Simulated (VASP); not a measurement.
Output of a VASP run:

### OUTCAR
```
 ion  position               nearest neighbor table
   1  0.250  0.250  0.250-   3 2.54   3 2.54   3 2.64   3 2.64   2 2.93   2 2.93   2 3.00   2 3.00
                             2 3.03   2 3.03
   2  0.750  0.750  0.750-   3 2.54   3 2.54   3 2.64   3 2.64   1 2.93   1 2.93   1 3.00   1 3.00
                             1 3.03   1 3.03
   3  0.985  0.015  0.015-   2 2.54   1 2.54   2 2.54   1 2.54   1 2.64   1 2.64   2 2.64   2 2.64
  LATTYP: Found a face centered orthorhombic cell.
 ALAT       =     5.8566940000
 B/A-ratio  =     1.0249813291
 C/A-ratio  =     1.0363358577
 Subroutine PRICEL returns:
 Original cell was already a primitive cell.
 Subroutine GETGRP returns: Found  4 space group operations
The static configuration has the point symmetry C_2v.
The dynamic configuration has the point symmetry C_2v.
 Subroutine INISYM returns: Found  4 space group operations
 Subroutine IBZKPT returns following result:
 Found     95 irreducible k-points:

 Following reciprocal coordinates:
            Coordinates               Weight
  0.000000  0.000000  0.000000      1.000000
  0.125000  0.000000  0.000000      8.000000
  0.250000  0.000000  0.000000      8.000000
  0.375000  0.000000  0.000000      8.000000
  0.500000  0.000000  0.000000      4.000000
  0.125000  0.125000  0.000000      2.000000
  0.250000  0.125000  0.000000      8.000000
  0.375000  0.125000  0.000000      8.000000
  0.500000  0.125000  0.000000      8.000000
 -0.375000  0.125000 -0.000000      8.000000
 -0.250000  0.125000 -0.000000      8.000000
 -0.125000  0.125000  0.000000      4.000000
  0.250000  0.250000  0.000000      2.000000
  0.375000  0.250000  0.000000      8.000000
  0.500000  0.250000  0.000000      8.000000
 -0.375000  0.250000 -0.000000      8.000000
 -0.250000  0.250000  0.000000      4.000000
  0.375000  0.375000  0.000000      2.000000
  0.500000  0.375000 -0.000000      8.000000
 -0.375000  0.375000 -0.000000      4.000000
  0.500000  0.500000  0.000000      1.000000
  0.125000  0.000000  0.125000      2.000000
  0.250000  0.000000  0.125000      8.000000
  0.375000  0.000000  0.125000      8.000000
  0.500000  0.000000  0.125000      8.000000
 -0.375000  0.000000  0.125000      8.000000
 -0.250000 -0.000000  0.125000      8.000000
 -0.125000  0.000000  0.125000      4.000000
  0.000000  0.125000  0.125000      2.000000
  0.250000  0.125000  0.125000      4.000000
  0.375000  0.125000  0.125000      8.000000
  0.500000  0.125000  0.125000      8.000000
 -0.375000  0.125000  0.125000      8.000000
 -0.250000  0.125000  0.125000      8.000000
 -0.125000  0.125000  0.125000      8.000000
  0.375000  0.250000  0.125000      4.000000
  0.500000  0.250000  0.125000      8.000000
 -0.375000  0.250000  0.125000      8.000000
 -0.250000  0.250000  0.125000      8.000000
 -0.125000  0.250000  0.125000      4.000000
   k-points           NKPTS =     95   k-points in BZ     NKDIM =     95   number of bands    NBANDS=     12
   number of dos      NEDOS =    301   number of ions     NIONS =      3
   total plane-waves  NPLWV =  13824
   dimension x,y,z NGX =    24 NGY =   24 NGZ =   24
   dimension x,y,z NGXF=    24 NGYF=   24 NGZF=   24
   ions per type =               2   1
   PREC   = low       normal or accurate (medium, high low for compatibility)
   ISTART =      0    job   : 0-new  1-cont  2-samecut
   ICHARG =      2    charge: 1-file 2-atom 10-const
   ISPIN  =      1    spin polarized calculation?
   LNONCOLLINEAR =      F non collinear calculations
   LSORBIT =      F    spin-orbit coupling
   INIWAV =      1    electr: 0-lowe 1-rand  2-diag
   ENCUT  =  400.0 eV  29.40 Ry    5.42 a.u.   6.88  6.84  6.96*2*pi/ulx,y,z
   NELM   =    100;   NELMIN=  2; NELMDL= -5     # of ELM steps
   EDIFF  = 0.1E-05   stopping-criterion for ELM
   LREAL  =      F    real-space projection
   NLSPLINE    = F    spline interpolate recip. space projectors
   LMAXMIX     =    6 max onsite mixed and CHGCAR
...
```

OSZICAR:
```
       N       E                     dE             d eps       ncg     rms          rms(c)
DAV:   1     0.398197988613E+02    0.39820E+02   -0.57250E+03  2352   0.900E+02
DAV:   2    -0.151873400993E+02   -0.55007E+02   -0.49562E+02  2756   0.166E+02
DAV:   3    -0.167355064573E+02   -0.15482E+01   -0.15270E+01  2852   0.274E+01
DAV:   4    -0.167491711876E+02   -0.13665E-01   -0.13653E-01  2720   0.305E+00
DAV:   5    -0.167493885332E+02   -0.21735E-03   -0.21734E-03  2880   0.402E-01    0.819E+00
DAV:   6    -0.163083501640E+02    0.44104E+00   -0.24860E+00  2600   0.153E+01    0.215E+00
DAV:   7    -0.162272309059E+02    0.81119E-01   -0.21235E-01  2488   0.466E+00    0.163E+00
DAV:   8    -0.161974910135E+02    0.29740E-01   -0.35289E-02  2556   0.185E+00    0.254E-01
DAV:   9    -0.161974676548E+02    0.23359E-04   -0.20230E-03  2744   0.431E-01    0.162E-01
DAV:  10    -0.161976153527E+02   -0.14770E-03   -0.37533E-04  2504   0.157E-01    0.223E-02
DAV:  11    -0.161976163388E+02   -0.98605E-06   -0.39109E-05  2656   0.612E-02    0.625E-03
DAV:  12    -0.161976181031E+02   -0.17644E-05   -0.44741E-06  2520   0.170E-02    0.371E-03
DAV:  13    -0.161976182922E+02   -0.18906E-06   -0.87172E-07  1860   0.657E-03
   1 F= -.16197618E+02 E0= -.16197575E+02  d E =-.128407E-03
```

### OUTCAR
```
------------------------ aborting loop because EDIFF is reached ----------------------------------------
  FORCE on cell =-STRESS in cart. coord.  units (eV):
  Direction    XX          YY          ZZ          XY          YZ          ZX
  --------------------------------------------------------------------------------------
  Total       -0.6675242     -0.7477327     -0.2136256      0.0000000      0.0000000      0.0000000
  in kB      -20.0476527    -22.4565406     -6.4157862      0.0000000      0.0000000      0.0000000
  external PRESSURE =     -16.3066598 kB  Pullay stress =       0.0000000 kB
  volume of cell :       53.35
      direct lattice vectors                 reciprocal lattice vectors
     0.000000000  3.034751000  2.928347000    -0.166583319  0.164758163  0.170744792
     3.001501000  0.000000000  2.928347000     0.166583319 -0.164758163  0.170744792
     3.001501000  3.034751000  0.000000000     0.166583319  0.164758163 -0.170744792
 POSITION                                       TOTAL-FORCE (eV/Angst)
 -----------------------------------------------------------------------------------
      1.50075      1.51738      1.46417         0.342228     -0.000000      0.000000
      4.50225      4.55213      4.39252         0.342228      0.000000      0.000000
      0.09047      3.03475      2.92835        -0.684456      0.000000      0.000000
 -----------------------------------------------------------------------------------
    total drift:                                0.000200     -0.000050     -0.000040
  FREE ENERGIE OF THE ION-ELECTRON SYSTEM (eV)
  ---------------------------------------------------
  free  energy   TOTEN  =       -16.1976182922 eV

  energy  without entropy=      -16.1974898847  energy(sigma->0) =      -16.19757549
```
(Selected blocks of OUTCAR.)

**POSCAR**
```
PtAl2
1
    0.0000000000     3.0347510000     2.9283470000
    3.0015010000     0.0000000000     2.9283470000
    3.0015010000     3.0347510000     0.0000000000
Al Pt
2 1
Direct
  0.2500000000   0.2500000000   0.2500000000
  0.7500000000   0.7500000000   0.7500000000
 -0.0150700000   0.0150700000   0.0150700000
```

Problem. Reconstruct the remaining input files.

Solution. One answer among several that fit: the input of the run itself, PBE GGA, plane waves, VASP's PBE PAW potentials (set 64).

**INCAR**
```
! general
SYSTEM  = PtAl2
PREC    = Low
ENCUT   = 400
LREAL   = .FALSE.
LASPH   = .TRUE.

! electronic loop
EDIFF   = 1E-6
NELM    = 100
ALGO    = Normal
LMAXMIX = 6

! smearing
ISMEAR  = 1
SIGMA   = 0.1

! functional
GGA     = PE

! ions
ISIF    = 2

! output
LWAVE   = .FALSE.
LCHARG  = .FALSE.
```

KPOINTS:
```
Automatic mesh
0
Gamma
8 8 8
0 0 0
```

POTCAR, in this order: Al Pt (PBE.64 set). Program: vasp_std.

The compound is PtAl2 in the fluorite structure. The cell was not relaxed at this level, atoms are displaced from their ideal sites. The run is one of a series of settings (PREC = Low against the base run), some of them coarse on purpose.
